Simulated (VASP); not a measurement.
Here is the system:

```
CELL_PARAMETERS angstrom
     -3.00374     3.00374     3.60432
      3.00374    -3.00374     3.60432
      3.00374     3.00374    -3.60432
ATOMIC_POSITIONS crystal
  K  0.50000 0.50000 0.00000
  Ag 0.75000 0.25000 0.50000
  Ag 0.25000 0.75000 0.50000
  As 0.00000 0.00000 0.00000
  O  0.69443 0.03043 0.00000
  O  0.96957 0.96957 0.66400
  O  0.03043 0.69443 0.00000
  O  0.30557 0.30557 0.33600
```

All values below come from PBEsol GGA, VASP's PBE PAW potentials (set 64) (plane waves; VASP 6.6.1). Numerical set-up: 400 eV cut-off, 5×5×5 Γ-centred mesh, Fermi-Dirac smearing of 0.020 eV, potentials K_sv Ag As O.

At this cut-off the stress carries a Pulay error, which pulls relaxed volumes low.

### Question
Give the force on each atom (eV/Å).

### Answer

```json
[
 {"atom": "K1", "Fx": "0.000", "Fy": "0.000", "Fz": "0.000"},
 {"atom": "Ag2", "Fx": "0.000", "Fy": "0.000", "Fz": "0.000"},
 {"atom": "Ag3", "Fx": "0.000", "Fy": "0.000", "Fz": "0.000"},
 {"atom": "As4", "Fx": "0.000", "Fy": "0.000", "Fz": "0.000"},
 {"atom": "O5", "Fx": "-0.060", "Fy": "0.060", "Fz": "0.001"},
 {"atom": "O6", "Fx": "0.060", "Fy": "0.060", "Fz": "-0.001"},
 {"atom": "O7", "Fx": "0.060", "Fy": "-0.060", "Fz": "0.001"},
 {"atom": "O8", "Fx": "-0.060", "Fy": "-0.060", "Fz": "-0.001"}
]
```

### Question
Give the stress tensor in GPa (positive for a compressed cell).

### Answer

```
-7.87   0.00   0.00
 0.00  -7.87   0.00
 0.00   0.00  -6.70
```
The pressure is its mean diagonal, -7.48 GPa.

The structure comes from a computed database's KAg2AsO4 entry (I-42m); how it stands against other phases isn't given here. The cell was not relaxed at this level.
